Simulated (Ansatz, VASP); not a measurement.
**KCdF3 (KCdF3 (Pm-3m)): VASP beside Ansatz**

One calculation is typed for both programs; each brings its own data sets. How far apart do they land? The cell is taken from a series of runs on this material, whose earlier steps may have relaxed, scaled, displaced or heated it; both programs get it as it stands.

Calculated with Ansatz 0.2.0; plane waves, with VASP 6.6.1 beside it; relaxation of cell and atoms at PBEsol.

## 1. The structure

The structure is cubic, space group Pm-3m (No. 221). The conventional cell has a = 4.382 Å, b = 4.382 Å, c = 4.382 Å, α = 90.00°, β = 90.00°, γ = 90.00°. Nearest to K lie 12 F at 3.10 Å. Cd has 6 F at 2.19 Å nearest. Nearest to F lie 2 Cd at 2.19 Å and 4 K at 3.10 Å. Farther neighbours and most contacts between anions are not listed.

Coordinates:

```cif
data_structure
_symmetry_space_group_name_H-M 'P 1'
_symmetry_Int_Tables_number 1
_cell_length_a 4.3821
_cell_length_b 4.3821
_cell_length_c 4.3821
_cell_angle_alpha 90.000
_cell_angle_beta 90.000
_cell_angle_gamma 90.000
_cell_volume 84.15
loop_
_atom_site_label
_atom_site_type_symbol
_atom_site_fract_x
_atom_site_fract_y
_atom_site_fract_z
_atom_site_occupancy
K1 K 0.00000 0.00000 0.00000 1
Cd2 Cd 0.50000 0.50000 0.50000 1
F3 F 0.00000 0.50000 0.50000 1
F4 F 0.50000 0.00000 0.50000 1
F5 F 0.50000 0.50000 0.00000 1
```

## 2. VASP: relaxation of cell and atoms, PBEsol

The relaxed volume is the usual yardstick between codes: in a stiff, nearly cubic crystal its relative difference is about their pressure difference at one cell divided by the bulk modulus.

Lines of VASP's logs that name or quote its potential files are left out, and so is its time.

The input, INCAR:

```
SYSTEM = KCdF3
PREC = Accurate
ENCUT = 600
EDIFF = 1E-07
NELM = 120
ISMEAR = 0
SIGMA = 0.01
LREAL = .FALSE.
ALGO = Normal
GGA = PS
NBANDS = 27
LORBIT = 11
LWAVE = .FALSE.
LCHARG = .FALSE.
ISIF = 3
IBRION = 2
NSW = 80
EDIFFG = -0.005
LASPH = .TRUE.
GGA_COMPAT = .FALSE.
NELMIN = 4
EFERMI = MIDGAP
KPAR = 2
```

The input, POSCAR:

```
KCdF3
1.0
    4.3820890000      0.0000000000      0.0000000000
    0.0000000000      4.3820890000      0.0000000000
    0.0000000000      0.0000000000      4.3820890000
K Cd F
1 1 3
Direct
    0.0000000000      0.0000000000      0.0000000000
    0.4999998859      0.4999998859      0.4999998859
    0.0000000000      0.4999998859      0.4999998859
    0.4999998859      0.0000000000      0.4999998859
    0.4999998859      0.4999998859      0.0000000000
```

The input, KPOINTS:

```
Automatic mesh
0
Gamma
6 6 6
0 0 0
```

PAW data sets: K_sv, Cd and F (PBE family, release 64).

On the command line:

```sh
> mpirun -np 2 vasp_std
```

Numbers of over 12 decimals in the logs are rounded to 6 here.

Output:

```text
[banner, memory and clock lines left out]
running    2 mpi-ranks, on    1 nodes
 distrk:  each k-point on    1 cores,    2 groups
 distr:  one band on    1 cores,    1 groups

 POSCAR found type information on POSCAR K CdF
 POSCAR found :  3 types and       5 ions
|                                                                             |
|               ----> ADVICE to this user running VASP <----                  |
|                                                                             |
|     You enforced a specific xc type in the INCAR file but a different       |
|     [... a line on the potential file left out ...]
|     I HOPE YOU KNOW WHAT YOU ARE DOING!                                     |
|                                                                             |

 LDA part: xc-table for (Slater+PW92), standard interpolation
 POSCAR, INCAR and KPOINTS ok, starting setup
 FFT: planning ... GRIDC
 FFT: planning ... GRID_SOFT
 FFT: planning ... GRID
 WAVECAR not read
 entering main loop
       N       E                     dE             d eps       ncg     rms          rms(c)
DAV:   1     0.391862202998E+03    0.39186E+03   -0.25264E+04  1080   0.172E+03
DAV:   2     0.303840184039E+01   -0.38882E+03   -0.37755E+03  1238   0.427E+02
DAV:   3    -0.218442352002E+02   -0.24883E+02   -0.24789E+02  1346   0.110E+02
DAV:   4    -0.224220435973E+02   -0.57781E+00   -0.57704E+00  1772   0.136E+01
DAV:   5    -0.224248228237E+02   -0.27792E-02   -0.27783E-02  1316   0.874E-01    0.125E+01
DAV:   6    -0.201815545943E+02    0.22433E+01   -0.81697E+00  1486   0.344E+01    0.933E+00
DAV:   7    -0.201945797896E+02   -0.13025E-01   -0.97276E-01  1203   0.756E+00    0.582E+00
DAV:   8    -0.201803364450E+02    0.14243E-01   -0.28895E-01  1245   0.421E+00    0.101E+00
DAV:   9    -0.201622963912E+02    0.18040E-01   -0.81916E-02  1346   0.236E+00    0.142E-01
DAV:  10    -0.201631925092E+02   -0.89612E-03   -0.55174E-03  1295   0.655E-01    0.134E-01
DAV:  11    -0.201633263889E+02   -0.13388E-03   -0.18264E-04  1453   0.111E-01    0.795E-02
DAV:  12    -0.201633592413E+02   -0.32852E-04   -0.22928E-04  1201   0.123E-01    0.199E-02
DAV:  13    -0.201633615667E+02   -0.23254E-05   -0.85490E-06  1361   0.238E-02    0.328E-03
DAV:  14    -0.201633617075E+02   -0.14078E-06   -0.43508E-07  1116   0.846E-03    0.348E-03
DAV:  15    -0.201633615381E+02    0.16941E-06   -0.46091E-07  1186   0.531E-03    0.525E-04
DAV:  16    -0.201633615544E+02   -0.16293E-07   -0.16367E-08   734   0.109E-03
   1 F= -.20163362E+02 E0= -.20163362E+02  d E =-.201634E+02
 curvature:   0.00 expect dE= 0.000E+00 dE for cont linesearch  0.000E+00
 trial: gam= 0.00000 g(F)=  0.000E+00 g(S)=  0.275E-02 ort = 0.000E+00 (trialstep = 0.100E+01)
 search vector abs. value=  0.275E-02
 bond charge predicted
       N       E                     dE             d eps       ncg     rms          rms(c)
DAV:   1    -0.201997277318E+02   -0.36366E-01   -0.72319E-01  1113   0.788E+00    0.144E+00
DAV:   2    -0.201678913270E+02    0.31836E-01   -0.12935E-01  1160   0.267E+00    0.341E-01
DAV:   3    -0.201652234003E+02    0.26679E-02   -0.58202E-03  1261   0.107E+00    0.334E-01
DAV:   4    -0.201648458840E+02    0.37752E-03   -0.14930E-03  1553   0.288E-01    0.234E-01
DAV:   5    -0.201648040822E+02    0.41802E-04   -0.25983E-04  1825   0.132E-01    0.407E-02
DAV:   6    -0.201647882800E+02    0.15802E-04   -0.10596E-04  1823   0.142E-01    0.140E-02
DAV:   7    -0.201647868060E+02    0.14740E-05   -0.10740E-05  1418   0.279E-02    0.373E-03
DAV:   8    -0.201647865915E+02    0.21450E-06   -0.57762E-07  1602   0.684E-03    0.197E-03
DAV:   9    -0.201647862041E+02    0.38734E-06   -0.11670E-07   927   0.347E-03    0.935E-04
DAV:  10    -0.201647862587E+02   -0.54550E-07   -0.32843E-08   648   0.209E-03
   2 F= -.20164786E+02 E0= -.20164786E+02  d E =-.142470E-02
 trial-energy change:   -0.001425  1 .order   -0.001422   -0.002753   -0.000090
 step:   1.0339(harm=  1.0339)  dis= 0.00000  next Energy=   -20.164785 (dE=-0.142E-02)
 reached required accuracy - stopping structural energy minimisation
```

Parts of OUTCAR (step 2):

```text
ion  position               nearest neighbor table
   1  0.000  0.000  0.000-   2 3.79   2 3.80   2 3.80   2 3.80   2 3.80   2 3.80   2 3.80   2 3.80

  LATTYP: Found a simple cubic cell.
 ALAT       =     4.3820890000

 Subroutine GETGRP returns: Found 48 space group operations
 (whereof 48 operations were pure point group operations)

The static configuration has the point symmetry O_h .

 Found     20 irreducible k-points:

   k-points           NKPTS =     20   k-points in BZ     NKDIM =     20   number of bands    NBANDS=     27

   dimension x,y,z NGX =    36 NGY =   36 NGZ =   36
   dimension x,y,z NGXF=    72 NGYF=   72 NGZF=   72

   ENCUT  =  600.0 eV  44.10 Ry    6.64 a.u.   8.75  8.75  8.75*2*pi/ulx,y,z

   NELECT =      42.0000    total number of electrons

 k-points in reciprocal lattice and weights: Automatic mesh
   0.00000000  0.00000000  0.00000000       0.005
   0.16666667  0.00000000  0.00000000       0.028
   0.33333333  0.00000000  0.00000000       0.028
   0.50000000  0.00000000  0.00000000       0.014
   0.16666667  0.16666667  0.00000000       0.056
   0.33333333  0.16666667  0.00000000       0.111
   0.50000000  0.16666667  0.00000000       0.056
   0.33333333  0.33333333  0.00000000       0.056
   0.50000000  0.33333333  0.00000000       0.056
[...]
0.50000000  0.50000000  0.33333333       0.028
   0.50000000  0.50000000  0.50000000       0.005

 average (electrostatic) potential at core
       1 -36.3608       2 -39.7133       3 -78.5482       4 -78.5482       5 -78.5482

 E-fermi :  -0.1683

 k-point     1 :       0.0000    0.0000    0.0000
  band No.  band energies     occupation
    ...
     17      -3.4221      2.00000
     18      -3.4221      2.00000
     19      -3.3593      2.00000
     20      -3.3593      2.00000
     21      -3.3593      2.00000
     22       1.2983      0.00000
     23       6.5801      0.00000
     24       6.5801      0.00000
     25       6.8956      0.00000
     26       8.6786      0.00000
    ...

 k-point     2 :       0.1667    0.0000    0.0000
  band No.  band energies     occupation
    ...
     17      -3.4243      2.00000
     18      -3.4121      2.00000
     19      -3.4121      2.00000
     20      -3.3400      2.00000
     21      -3.3400      2.00000
     22       1.7629      0.00000
     23       6.5427      0.00000
     24       6.7486      0.00000
     25       7.1259      0.00000
     26       8.5636      0.00000
    ...

 k-point     3 :       0.3333    0.0000    0.0000
  band No.  band energies     occupation
    ...
     17      -3.4437      2.00000
     18      -3.4207      2.00000
     19      -3.4207      2.00000
     20      -3.2686      2.00000
     21      -3.2686      2.00000
     22       2.9022      0.00000
     23       5.9385      0.00000
     24       7.1071      0.00000
     25       8.1007      0.00000
     26       8.3827      0.00000
    ...

  Total        0.0101171      0.0101171      0.0101171      0.0000000      0.0000000     -0.0000000
  in kB        0.1909209      0.1909209      0.1909209      0.0000000      0.0000000     -0.0000000
  external PRESSURE =       0.1909209 kB  Pullay stress =       0.0000000 kB

  energy-cutoff  :      600.00
  volume of cell :       84.90
      direct lattice vectors                 reciprocal lattice vectors
     4.395127668 -0.000000000  0.000000000     0.227524676 -0.000000000  0.000000000
     0.000000000  4.395127668  0.000000000     0.000000000  0.227524676 -0.000000000
    -0.000000000  0.000000000  4.395127668    -0.000000000 -0.000000000  0.227524676

 POSITION                                       TOTAL-FORCE (eV/Angst)
 -----------------------------------------------------------------------------------
      0.00000      0.00000      0.00000         0.000000     -0.000000      0.000000
      2.19756      2.19756      2.19756         0.000000     -0.000000      0.000000
     -0.00000      2.19756      2.19756        -0.000000      0.000000      0.000000
      2.19756      0.00000      2.19756        -0.000000      0.000000      0.000000
      2.19756      2.19756      0.00000         0.000000     -0.000000      0.000000
 -----------------------------------------------------------------------------------
    total drift:                                0.002145      0.002145      0.002145

  FREE ENERGIE OF THE ION-ELECTRON SYSTEM (eV)
  ---------------------------------------------------
  free  energy   TOTEN  =       -20.1647862587 eV

  energy  without entropy=      -20.1647862587  energy(sigma->0) =      -20.16478626

 reached required accuracy - stopping structural energy minimisation

 total charge
# of ion       s       p       d       tot
------------------------------------------
    1        1.949   5.566   0.012   7.527
    2        0.273   0.249   9.706  10.227
    3        1.727   4.331   0.000   6.058
    4        1.727   4.331   0.000   6.058
    5        1.727   4.331   0.000   6.058
--------------------------------------------------
tot          7.404  18.807   9.718  35.929

[... 3 further parts left out ...]
```

## 3. Ansatz: relaxation of cell and atoms, PBEsol

Ansatz runs on its PAW soft_1 files.

The same cell, functional and mesh now go to Ansatz.

The input, input.yaml:

```yaml
crystal:
  lattice:
    - [4.382089, 0.0, 0.0]
    - [0.0, 4.382089, 0.0]
    - [0.0, 0.0, 4.382089]
  atoms:
    - { symbol: K, position: [0.0, 0.0, 0.0] }
    - { symbol: Cd, position: [0.5, 0.5, 0.5] }
    - { symbol: F, position: [0.0, 0.5, 0.5] }
    - { symbol: F, position: [0.5, 0.0, 0.5] }
    - { symbol: F, position: [0.5, 0.5, 0.0] }
basis:
  ecutwfc: 420
  xc_grid: 2
hamiltonian:
  xc: pbesol
  pseudopotentials: { kind: paw, azcp: { folder: soft_1 }, xc_functional: pbe }
kpoints:
  mp_grid: { grid: [6, 6, 6] }
scf:
  occupations: { method: fixed }
  max_iter: 100
relax:
  f_tol: 0.005
  max_steps: 60
  cell: {}
output:
  forces: true
  stress: true
checkpoint:
  write: "../cell.run"
  compress: false
  write_wavefunctions: false
  write_every: 100000
```

On the command line:

```sh
> ansatz run input.yaml --threads 8 --pin off --max-ram 17899MiB --backend cpu --events-out ev --progress --plain --runs-dir out
```

Output:

```text
Engine: ansatz 0.2.0, x86_64-unknown-linux-gnu
Pseudopotentials: kind: paw
Pseudopotential: K, paw, valence charge 9, recommended cutoff 420 eV (normal), soft_1/K.paw.azcp
Pseudopotential: Cd, paw, valence charge 20, recommended cutoff 420 eV (normal), soft_1/Cd.paw.azcp
Pseudopotential: F, paw, valence charge 7, recommended cutoff 420 eV (normal), soft_1/F.paw.azcp
Functional definition: PBEsol
  exchange = pbesol_x
  correlation = pbesol_c
Crystal: 5 atoms, lattice volume = 84.148 Å³
Basis set: ecut = 420 eV, 1647 PW (Γ), exchange–correlation on 60×60×60 points (8 copies of the dense FFT grid, shifted against one another)
Bands: 30, of which v1, the nominal top of the filled ones, is band 25 counted from 1 (24 counted from 0)
Symmetry: 48 space group operations
Space group: Pm-3m (ITA 221), of the structure as read, at distance tolerance 4.4e-5 Å
k-points: 20 of 216
Non-local potential: K, projectors of the file, l = 0: 3, l = 1: 2, l = 2: 2
Non-local potential: Cd, projectors of the file, l = 0: 3, l = 1: 2, l = 2: 2, l = 3: 1
Non-local potential: F, projectors of the file, l = 0: 2, l = 1: 2, l = 2: 1
PAW form: soft (Blöchl's): semilocal exchange-correlation on the pseudo side does not see the compensation charge
PAW frozen core: K, regenerated for the run's functional, and the local potential with it (the file was generated under x = pbe(κ = 0.804, μ = 0.219515), c = pbe(β = 0.066725))
PAW frozen core: Cd, regenerated for the run's functional, and the local potential with it (the file was generated under x = pbe(κ = 0.804, μ = 0.219515), c = pbe(β = 0.066725))
PAW frozen core: F, regenerated for the run's functional, and the local potential with it (the file was generated under x = pbe(κ = 0.804, μ = 0.219515), c = pbe(β = 0.066725))
PAW one-centre angular grid: K, 110 points (default); XC on 64 Gauss nodes
PAW one-centre angular grid: Cd, 590 points (default); XC on 64 Gauss nodes
PAW one-centre angular grid: F, 110 points (default); XC on 64 Gauss nodes
Initial density: superposition of atomic densities (chi_scale 0.1, normalization cell, long waves kept (reshape's long-wave potential 0.00 eV rms))
Initial wavefunctions: pseudopotential atomic-orbital guess
Functional: x = pbesol(κ = 0.804, μ = 0.123457), c = pbesol(β = 0.046)
SCF iter   1: F=—  HF=-12114.344800 eV  |F-HF|=—  |Δ(HF+E_count)|=         —  Δρ=2.08e-1  dr2=3.06e1  ethr=3.10e-3  ⟨swp⟩=4.4  Hψ=2174  notcnv=0  defer=38
preconditioner: auto → Resta (q_TF=auto, 2.502 Å⁻¹)  ε∞=3.9  [insulator: Δε(μ)=0.675 eV  Ē_g=14.917 eV  n_scr=26 (ndim 8)  ℏωp=25.6 eV  f_vac=0.069  ε∞_Penn≈3.9]
SCF iter   2: F=—  HF=-12105.859106 eV  |F-HF|=—  |Δ(HF+E_count)|=    8.49e0  Δρ=7.19e-2  dr2=2.53e0  ethr=3.10e-3  ⟨swp⟩=3.9  Hψ=1618  notcnv=0  defer=49
SCF iter   3: F=—  HF=-12105.263677 eV  |F-HF|=—  |Δ(HF+E_count)|=   5.95e-1  Δρ=2.21e-2  dr2=4.87e-1  ethr=3.10e-3  ⟨swp⟩=2.0  Hψ=1205  notcnv=0  defer=14
automatic band count: iteration 3 solves 29 bands in place of 30: the levels show a gap, and the empty bands left out lie too high to hold charge; the band table lists the bands solved (type scf.n_extra_bands for more)
SCF iter   4: F=—  HF=-12105.118868 eV  |F-HF|=—  |Δ(HF+E_count)|=   1.45e-1  Δρ=6.00e-3  dr2=4.24e-2  ethr=9.74e-4  ⟨swp⟩=2.8  Hψ=1097  notcnv=0  defer=32
SCF iter   5: F=—  HF=-12105.115290 eV  |F-HF|=—  |Δ(HF+E_count)|=   3.58e-3  Δρ=2.07e-3  dr2=3.56e-3  ethr=8.47e-5  ⟨swp⟩=2.4  Hψ=1105  notcnv=0  defer=37
SCF iter   6: F=—  HF=-12105.116934 eV  |F-HF|=—  |Δ(HF+E_count)|=   1.64e-3  Δρ=5.33e-4  dr2=1.76e-4  ethr=7.11e-6  ⟨swp⟩=2.8  Hψ=1054  notcnv=0  defer=34
SCF iter   7: F=—  HF=-12105.117064 eV  |F-HF|=—  |Δ(HF+E_count)|=   1.29e-4  Δρ=6.28e-5  dr2=2.56e-6  ethr=3.51e-7  ⟨swp⟩=2.0  Hψ=1093  notcnv=0  defer=34
SCF iter   8: F=—  HF=-12105.116601 eV  |F-HF|=—  |Δ(HF+E_count)|=   4.62e-4  Δρ=1.74e-5  dr2=1.53e-7  ethr=5.12e-9  ⟨swp⟩=2.0  Hψ=1002  notcnv=0  defer=12
SCF iter   9: F=-12105.116602 eV  HF=-12105.116602 eV  |F-HF|=1.69e-8  |Δ(HF+E_count)|=   6.08e-7  Δρ=3.59e-6  dr2=8.53e-9  ethr=2.00e-10  ⟨swp⟩=4.0  Hψ=1818  notcnv=0
SCF 1 converged in 9 iterations: F = -12105.116602 eV  dr2 = 8.53e-9
  greatest PAW one-centre occupation: 1.000 electrons in one spin orbital (limit 2), on the Cd atom at site 1 (counted from 0), in its partial waves of l = 1
relax step   1: F+E_penalty+E_count = -12105.11660183 eV  Δ(F+E_penalty+E_count) = +0.000e0 eV  max|allowed force component| = 2.674e-29 eV/Å  Δτ_max = 0.0000 Å  P = +0.144 GPa  Ω = 84.148 Å³  (9 SCF iters, dr2 threshold 1.00e-7 eV, accepted)
[...]
relax step   2: F+E_penalty+E_count = -12105.11640619 eV  Δ(F+E_penalty+E_count) = +1.956e-4 eV  max|allowed force component| = 9.282e-30 eV/Å  Δτ_max = 0.0000 Å  P = +0.017 GPa  Ω = 84.309 Å³  energy of the carried Pulay correction = -2.764e-4 eV  (5 SCF iters, dr2 threshold 5.18e-8 eV, accepted)
[...]
relax step   3: F+E_penalty+E_count = -12105.11665108 eV  Δ(F+E_penalty+E_count) = -2.449e-4 eV  max|allowed force component| = 2.238e-29 eV/Å  Δτ_max = 0.0000 Å  P = +0.024 GPa  Ω = 84.309 Å³  stress off target by 2.38e-2 GPa  SCF on the basis re-selected at this cell (its energy is not comparable with the rows above)  (7 SCF iters)
basis re-selected at this cell: Δ(F+E_penalty+E_count) = -2.449e-4 eV, ΔP = +0.007 GPa vs the last step (what re-selecting the basis moved, of the pressure what is left beyond the Pulay correction that the steps carried, after the strain that the cell walked since its last selection, with what the two solves' SCF thresholds leave and, on support functions, any second-order correction that the steps lacked; it is no m [...]
SCF converged after 7 iterations
Free energy (F): -12105.116651 eV
Harris-Foulkes:  -12105.116651 eV  (|F-HF|=3.64e-12)
Internal energy: -12105.116651 eV  (E = F + TS)
E sigma→0 (E₀):  -12105.116651 eV
Fermi energy:    3.948207 eV
--- Per-component energies (eV) ---
  E_band       = -697.510392
  E_kinetic    = 1286.165154
  E_local      = -6505.192586  (includes V_loc(G=0)·N_el)
  E_nonlocal   = 402.929613
  E_hartree    = 2789.597624
  E_xc         = -516.052700
  E_vxc        = -652.466197  (∫ρ·V_xc dr)
  E_paw        = -5388.353453  (= ΣΔE_a)
  E_vpaw       = -808.143846  (= ΣTr[D̂ρ^β])
  E_aug_tail   = 0.002201  (compensation charges beyond the density's cutoff)
  E_ewald      = -4174.789678
  E_core_change = 0.577174  (= ΣΔE_core)
  E_smearing   = -0.000000  (= −TS)
  E_closure    = -0.000000  (closes the sum)
  Σ components = -12105.116651   (vs F -12105.116651, Δ=0.00e0)
--- Forces (eV/Å), atoms counted from 1 ---
  atom   1  K     -0.00000000     0.00000000    -0.00000000
  atom   2  Cd    -0.00000000    -0.00000000     0.00000000
  atom   3  F     -0.00000000     0.00000000     0.00000000
  atom   4  F      0.00000000    -0.00000000     0.00000000
  atom   5  F      0.00000000    -0.00000000     0.00000000
  max |Σ_I F_I| component: 3.54e-29 eV/Å
--- Stress (GPa, compression-positive) ---
        0.023828      -0.000000      -0.000000
       -0.000000       0.023828       0.000000
       -0.000000       0.000000       0.023828
  P = ⅓ Tr σ = 0.0238 GPa (0.238 kbar)
--- Relaxed structure (2 steps of the walk, 2 accepted, 1 SCFs on fresh bases) ---
  F+E_penalty+E_count = -12105.11665108 eV   max|allowed force component| = 2.238e-29 eV/Å   (the final SCF, on the basis selected at the relaxed cell)
  cell:  # Å, volume = 84.3090 Å³
    - [4.384883, 0, 0]
    - [0, 4.384883, 0.0]
    - [0, 0.0, 4.384883]
  atoms:
    - { symbol: K, position: [0, 0, 0] }
    - { symbol: Cd, position: [0.5, 0.5, 0.5] }
    - { symbol: F, position: [0, 0.5, 0.5] }
    - { symbol: F, position: [0.5, 0, 0.5] }
    - { symbol: F, position: [0.5, 0.5, 0] }
```

## 4. Side by side

Known differences besides the potentials themselves: fixed occupations in Ansatz, narrow Gaussian smearing in VASP; the data sets hold 50 valence electrons in Ansatz (on its PAW soft_1 files) and 42 in VASP; the cutoff is 420 eV in Ansatz and 600 eV in VASP; Ansatz makes its cores anew for this functional, VASP keeps those of its PBE data sets; Ansatz adds a Pulay correction to the stress that steers its cell, VASP none. Total energies have different zeros and are not compared.

Both answers:

```csv
quantity,Ansatz,VASP,difference
volume (Å³),84.31,84.90,-0.70 %
"edge a after relaxation, in the typed setting (Å)",4.385,4.395,-0.23 %
```

## 5. Summary of results

```yaml
difference_in_volume_relaxation_of_cell_and_atoms_pbesol: -0.70 %
```

What this shows: The difference in volume is -0.70 % (relaxation of cell and atoms, PBEsol), within the 1.2 % picked in this series as the mark of a large difference, as far as the stopping tolerances let one tell. The data sets hold unlike numbers of valence electrons (50 in Ansatz and 42 in VASP), so part of the differences comes from the potentials. How closely two codes agree says nothing of how well the functional describes the real material.

[Lines on the potential files, build, host, timing and source positions are cut from VASP's logs without a mark.]

[Logs are printed without paths, hosts, clocks, repeated set-up lines and the standing remarks that a program may print on its own settings, such as how far it seeks lower states.]

[Hosts, paths, dates, database ids (printed as entryN), source tags and the programs' standing remarks are cut or masked in the printed files.]
